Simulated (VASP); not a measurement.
MgCd (space group Cm): computed properties

These are PBEsol GGA, VASP's PBE PAW potentials (set 64) (plane waves; VASP 6.6.1) values and carry that method's errors.

space group: Cm (8)
cell: a = 11.271 Å, b = 3.185 Å, c = 7.183 Å, α = 90.00°, β = 105.36°, γ = 90.00°
volume per atom: 20.72 Å³/atom
band gap (over mesh and band path): none (metal, semimetal or under 0.01 eV)
band gap with spin-orbit coupling: none (metallic)
density: 5.48 g/cm³

```yaml
crystal:
  lattice:
    - [5.63542, -1.59256, 0.00282]
    - [5.63542, 1.59256, 0.00282]
    - [-1.90585, 0.00000, 6.92592]
  atoms:
    - { symbol: Mg, position: [0.00496, 0.00496, 0.01041] }
    - { symbol: Mg, position: [0.05353, 0.05353, 0.60305] }
    - { symbol: Mg, position: [0.33084, 0.33084, 0.66689] }
    - { symbol: Cd, position: [0.38822, 0.38822, 0.27817] }
    - { symbol: Cd, position: [0.66718, 0.66718, 0.33448] }
    - { symbol: Cd, position: [0.72194, 0.72194, 0.94034] }
```

The structure comes from a computed database's MgCd entry (Cm); how it stands against other phases isn't given here. It was relaxed first. Symmetry was kept, so distortions that lower it aren't found.
